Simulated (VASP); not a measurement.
Input:

```
CELL_PARAMETERS angstrom
      3.83610     0.00000     0.00000
      0.00000     3.83610     0.00000
      0.00000     0.00000     3.83610
ATOMIC_POSITIONS crystal
  Sr 0.00000 0.00000 0.00000
  V  0.50000 0.50000 0.50000
  O  0.50000 0.00000 0.50000
  O  0.00000 0.50000 0.50000
  O  0.50000 0.50000 0.00000
```

The numbers are results of MS2 meta-GGA, VASP's PBE PAW potentials (set 64) (plane waves; VASP), not measurements. Numerical set-up: 520 eV cut-off, 9×9×9 Γ-centred mesh, tetrahedra with Blöchl corrections, potentials Sr_sv V_sv O.

The cores are frozen, which limits the accuracy of field gradients.

Problem. Give the principal components of the electric field gradient (V/Å²) and the asymmetry η at each nucleus.

Solution. 
| atom | Vxx | Vyy | Vzz | η |
|---|---|---|---|---|
| Sr1 | 0.0 | 0.0 | 0.0 | - |
| V2 | 0.0 | 0.0 | 0.0 | - |
| O3 | -13.7 | -13.7 | 27.4 | 0.00 |
| O4 | -13.7 | -13.7 | 27.4 | 0.00 |
| O5 | -13.7 | -13.7 | 27.4 | 0.00 |

The compound is SrVO3 in the cubic perovskite structure. It was relaxed first. The run is not spin-polarised, so no magnetic state was tried.
